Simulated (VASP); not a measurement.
VASP input:

POSCAR:
```
La2O3
12.3628440
  0.1592492848  -0.2758278451   0.0000000000
  0.1592492848   0.2758278451   0.0000000000
  0.0000000000   0.0000000000   0.4999999964
La O
2 3
Cartesian
  0.1592492848   0.0919427989   0.1236108466
  0.1592492848  -0.0919427989   0.3763891498
  0.0000000000   0.0000000000   0.0000000000
  0.1592492848   0.0919427989   0.3228956444
  0.1592492848  -0.0919427989   0.1771043521
```

File KPOINTS:
```
Automatic mesh
0
Gamma
6 6 4
0 0 0
```

INCAR:
```
! general
SYSTEM  = La2O3
PREC    = Accurate
ENCUT   = 500
LREAL   = .False.
LASPH   = .True.

! electronic loop
EDIFF   = 1E-6
NELM    = 100
ALGO    = Normal
LMAXMIX = 6

! smearing
ISMEAR  = 0
SIGMA   = 0.05

! functional
GGA     = PE

! output
LWAVE   = .True.
LCHARG  = .False.
```

POTCAR, in this order: La O (PBE.64 set). Program: vasp_std.

Problem. Translate this PBE calculation to Quantum ESPRESSO's pw.x.

Solution. One equivalent input (not run):
```
&CONTROL
  calculation = 'scf'
  pseudo_dir = './pseudo'
  outdir = './out'
  tprnfor = .true.
  tstress = .true.
/
&SYSTEM
  ibrav = 0
  nat = 5
  ntyp = 2
  ecutwfc = 110
  occupations = 'smearing'
  smearing = 'gaussian'
  degauss = 0.003675
  input_dft = 'pbe'
/
&ELECTRONS
  conv_thr = 7.3e-08
  electron_maxstep = 100
/
ATOMIC_SPECIES
  La 138.905 La.upf
  O 15.999 O.upf
CELL_PARAMETERS angstrom
     1.9687741   -3.4100166    0.0000000
     1.9687741    3.4100166    0.0000000
     0.0000000    0.0000000    6.1814220
ATOMIC_POSITIONS crystal
  La   0.3333330  0.6666670  0.2472217
  La   0.6666670  0.3333330  0.7527783
  O    0.0000000  0.0000000  0.0000000
  O    0.3333330  0.6666670  0.6457913
  O    0.6666670  0.3333330  0.3542087
K_POINTS automatic
  6 6 4 0 0 0
```
The two are equivalent in intent, not identical: the potentials are each code's own (VASP's PAW set, PseudoDojo norm-conserving files in pw.x), so ENCUT and ecutwfc are chosen apart and not converted; conv_thr bounds pw.x's estimated SCF error, while EDIFF bounds the energy change between steps.

The compound is La2O3 in the a-type structure. It was relaxed first.
